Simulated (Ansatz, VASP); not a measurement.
**ScRu3: VASP beside Ansatz**

INCAR

```
SYSTEM = ScRu3
  ALGO = Normal
  EDIFF = 1E-7
  EDIFFG = -0.01
  ENCUT = 600
  GGA = PS
  IBRION = 2
  ISIF = 3
  ISMEAR = -1
  LASPH = .True.
  LCHARG = .False.
  LREAL = .False.
  LWAVE = .False.
  NELM = 80
  NSW = 60
  PREC = Accurate
  SIGMA = 0.05
```

The input KPOINTS:

```
k-points
0
Gamma
  7 7 7
  0 0 0
```

Contents of POSCAR:

```
ScRu3
1.0
   -1.9492590000      1.9492590000      4.0222910000
    1.9492590000     -1.9492590000      4.0222910000
    1.9492590000      1.9492590000     -4.0222910000
Ru Sc
3 1
Direct
    0.5000000000      0.5000000000      0.0000000000
    0.2500000000      0.7500000000      0.5000000000
    0.7500000000      0.2500000000      0.5000000000
    0.0000000000      0.0000000000      0.0000000000
```

input.yaml

```yaml
crystal:
  lattice:
    - [-1.949259, 1.949259, 4.022291]
    - [1.949259, -1.949259, 4.022291]
    - [1.949259, 1.949259, -4.022291]
  atoms:
    - { symbol: Ru, position: [0.5, 0.5, 0.0] }
    - { symbol: Ru, position: [0.25, 0.75, 0.5] }
    - { symbol: Ru, position: [0.75, 0.25, 0.5] }
    - { symbol: Sc, position: [0.0, 0.0, 0.0] }
hamiltonian:
  xc: pbesol
  pseudopotentials: { kind: paw }
kpoints:
  mp_grid: { grid: [7, 7, 7] }
scf:
  occupations: { method: fermi_dirac, width: 0.05 }
output:
  forces: true
  stress: true
  eigenvalues: true
relax:
  f_tol: 0.01
  max_steps: 40
  cell: { stress_tol: 0.05 }
```

The cell comes from a database or a generator and needn't be the stable form of this composition.

Alike in both runs: task relaxation of cell and atoms; functional PBEsol; k mesh 7 × 7 × 7; occupations fermi-dirac, width 0.05 eV; no spin polarisation.

```csv
,VASP,Ansatz
version,VASP 6.6.1,Ansatz 0.2.0
potentials or method,"VASP PAW PBE potentials, release 64 (Ru_pv, Sc_sv)",Ansatz PAW
plane-wave cutoff (eV),600,420
valence electrons in the cell,53,59
```

|  | VASP | Ansatz | Ansatz less VASP |
| --- | --- | --- | --- |
| gap on the k mesh at the Fermi level, each at its own relaxed structure (eV) | none | none | - |
| relaxed volume (Å³/atom) | 14.61 | 14.59 | -0.019 |
| relaxed cell length with the largest relative difference (Å) | 4.805 | 4.804 | -0.0005 |
| energy change over the relaxation (meV/atom) | -21 | -22 | -1.0 |

A gap of «none» marks a metal or a gap that the smearing closes. The two sets of potentials don't hold the same shells in valence.

Caveats: the PAW data sets were made with another functional, which shifts forces and pressure a little (VASP); the plane-wave basis is chosen anew once the cell has moved, so the energies of steps on either side of that aren't comparable (Ansatz); the PAW data sets come from PBE, with cores solved anew for the run's functional, which leaves a small shift of forces and pressure (Ansatz).
